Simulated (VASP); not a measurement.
All values below come from LDA (Ceperley-Alder, Perdew-Zunger), VASP's LDA PAW potentials (set 64) (plane waves; VASP).

The input files of a VASP run:

### POSCAR
```
CuRu
1
    0.0000000000     2.7795770000     2.7795770000
    2.7795770000     0.0000000000     2.7795770000
    2.7795770000     2.7795770000     0.0000000000
Cu Ru
2 2
Direct
  0.7500000000   0.7500000000   0.7500000000
  0.5000000000   0.5000000000   0.5000000000
  0.0000000000   0.0000000000   0.0000000000
  0.2500000000   0.2500000000   0.2500000000
```

**KPOINTS**
```
Automatic
0
G
  8 8 8
0 0 0
```

### INCAR
```
! general
SYSTEM  = CuRu
PREC    = Accurate
ENCUT   = 300
LREAL   = .False.   ! projection in real space or not
LASPH   = .True.   ! aspherical one-centre terms

! electronic loop
EDIFF   = 1E-6
NELM    = 100
ALGO    = Normal   ! blocked Davidson
LMAXMIX = 4   ! l cut-off of mixed one-centre charges

! smearing
ISMEAR  = 0
SIGMA   = 0.05

! ions
ISIF    = 2   ! forces and stress, cell fixed

! output
LWAVE   = .False.
LCHARG  = .False.
```

POTCAR, in this order: Cu Ru_pv (LDA.64 set). Program: vasp_std.

At this cut-off the stress carries a Pulay error, which pulls relaxed volumes low.

**Question.** What does the run give for the energy per atom (σ→0), pressure, band gap (on the k-mesh)?

**Answer.** 
The energy per atom (σ→0) is -7.110 eV/atom and the band gap (on the k-mesh) comes out as none (metal, semimetal or under 0.01 eV). The pressure comes out as 49.49 GPa.

**OSZICAR**
```
...
DAV:   8    -0.285521292850E+02   -0.95570E-01   -0.17842E+00  2694   0.225E+01    0.392E+00
DAV:   9    -0.284545475602E+02    0.97582E-01   -0.56801E-01  2558   0.221E+01    0.904E-01
DAV:  10    -0.284443096851E+02    0.10238E-01   -0.40417E-02  2642   0.481E+00    0.300E-01
DAV:  11    -0.284433410850E+02    0.96860E-03   -0.22913E-03  2802   0.104E+00    0.150E-01
DAV:  12    -0.284431505904E+02    0.19049E-03   -0.13807E-03  2594   0.102E+00    0.397E-02
DAV:  13    -0.284431410774E+02    0.95130E-05   -0.18046E-04  2676   0.296E-01    0.977E-03
DAV:  14    -0.284431411987E+02   -0.12130E-06   -0.31834E-06  1676   0.308E-02
   1 F= -.28443141E+02 E0= -.28441119E+02  d E =-.404472E-02
```

The structure was generated: CuRu was put into an ordered model structure, which need not be its known phase. The cell was not relaxed at this level. The run is one of a series of settings (GGA removed, POTCAR Cu Ru_pv (LDA.64 set) against the base run), some of them coarse on purpose.
